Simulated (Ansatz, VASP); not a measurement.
Two plane-wave programs on K2LiAlF6 (lda)

```xyz
10
Lattice="0.0000 3.9210 3.9210 3.9210 0.0000 3.9210 3.9210 3.9210 0.0000" Properties=species:S:1:pos:R:3 pbc="T T T"
K     1.9605    1.9605    1.9605
K     5.8815    5.8815    5.8815
Li    3.9210    3.9210    3.9210
Al    0.0000    0.0000    0.0000
F     1.8123    3.9210    3.9210
F     3.9210    1.8123    3.9210
F     6.0297    3.9210    3.9210
F     3.9210    6.0297    3.9210
F     3.9210    3.9210    1.8123
F     3.9210    3.9210    6.0297
```

Alike in both runs: task relaxation of cell and atoms; functional LDA; k mesh 6 × 6 × 6; occupations gaussian, width 0.02 eV; no spin polarisation.

```csv
,VASP,Ansatz
version,VASP 6.6.1,Ansatz 0.2.0
potentials or method,"VASP PAW LDA potentials, release 64 (K_sv, Li_sv, Al, F)","scalar-relativistic, plane waves, PAW"
plane-wave cutoff (eV),600,420
valence electrons in the cell,66,66
```

```csv
,VASP,Ansatz,Ansatz less VASP
"gap on the k mesh at the Fermi level, each at its own relaxed structure (eV)",8.11,8.13,+0.018
relaxed volume (Å³/atom),11.13,11.14,+0.016
relaxed cell length with the largest relative difference (Å),5.399,5.402,+0.0026
energy change over the relaxation (meV/atom),-14,-13,+1.0
```

Caveats: the cutoff is under 1.25 times the usual one of these potentials, so pressure, stress and relaxed cells hold a basis-set (Pulay) error (VASP). LDA usually gives volumes a few per cent too small. A k mesh can miss the band edges.
